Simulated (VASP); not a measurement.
Wanted: the native input for a VASP 6.6.1 run.

- Task: single point
- Functional: PBE
- Potentials or basis: VASP PAW PBE potentials, release 64 (Ga_d, Ge_d)
- Cutoff: 520 eV
- k mesh: 7 × 7 × 7
- Occupations: fermi-dirac, width 0.1 eV
- Spin: no spin polarisation
- Dipole correction: no
- Further INCAR settings: ALGO = Normal; EDIFF = 1e-07; NBANDS = 20

The structure of GaGe lies in POSCAR:

```
GaGe
1.0
    0.0000000000      2.8978440000      2.8978440000
    2.8978440000      0.0000000000      2.8978440000
    2.8978440000      2.8978440000      0.0000000000
Ga Ge
1 1
Direct
    0.7500000000      0.7500000000      0.7500000000
    0.0000000000      0.0000000000      0.0000000000
```

The cell comes from a database or a generator and needn't be the stable form of this composition.

These files were run (other wordings do the same):

INCAR

```
PREC = Accurate ; ENCUT = 520
EDIFF = 1E-7 ; ISMEAR = -1
SIGMA = 0.1 ; LREAL = F
LASPH = T ; NELM = 100
ALGO = Normal ; ISIF = 2
LWAVE = F ; LCHARG = F
GGA = PE ; NBANDS = 20
```

KPOINTS

```
regular mesh
0
Gamma
  7 7 7
```

Potentials or basis: VASP PAW PBE potentials, release 64 (Ga_d, Ge_d).

The run is started by

```sh
$ cat potpaw_PBE.64/Ga_d/POTCAR potpaw_PBE.64/Ge_d/POTCAR > POTCAR
$ mpirun -np 1 vasp_std > vasp.out
```

Results of the run:

```yaml
Pressure: 0.4 GPa
Band_gap_on_the_k_mesh: none (metal or under the smearing width)
```

Wall time 14 s on 1 thread of Intel(R) Xeon(R) 6975P-C (Granite Rapids), on a shared host, peak memory 0.16 GiB.
